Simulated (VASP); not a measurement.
```xyz
2
Lattice="0.0000 2.9100 2.9100 2.9100 0.0000 2.9100 2.9100 2.9100 0.0000" Properties=species:S:1:pos:R:3 pbc="T T T"
Cd     0.0000     0.0000     0.0000
S      1.4550     1.4550     1.4550
```

These are LDA (Ceperley-Alder, Perdew-Zunger), VASP's LDA PAW potentials (set 64) (plane waves; VASP 6.6.1) values and carry that method's errors. Run with 300 eV cut-off, 5×5×5 Γ-centred mesh, Fermi-Dirac smearing of 0.050 eV, potentials Cd S.

Give the energies of bands 6 to 11 at the high-symmetry points, in eV from the valence-band maximum.

| band | Γ | X | U | L | W |
|---|---|---|---|---|---|
| 6 | -7.30 | -6.84 | -6.70 | -6.91 | -6.64 |
| 7 | 0.00 | -4.09 | -4.08 | -4.57 | -4.04 |
| 8 | 0.00 | -1.95 | -2.65 | -0.78 | -2.38 |
| 9 | 0.00 | -1.95 | -1.59 | -0.78 | -2.28 |
| 10 | 0.89 | 3.29 | 4.01 | 2.78 | 5.23 |
| 11 | 6.36 | 4.17 | 5.30 | 6.84 | 5.32 |

The gap is direct, 0.89 eV, from the valence maximum at Γ to the conduction minimum at Γ.

The structure is a typed CdS crystal. The cell was not relaxed at this level.
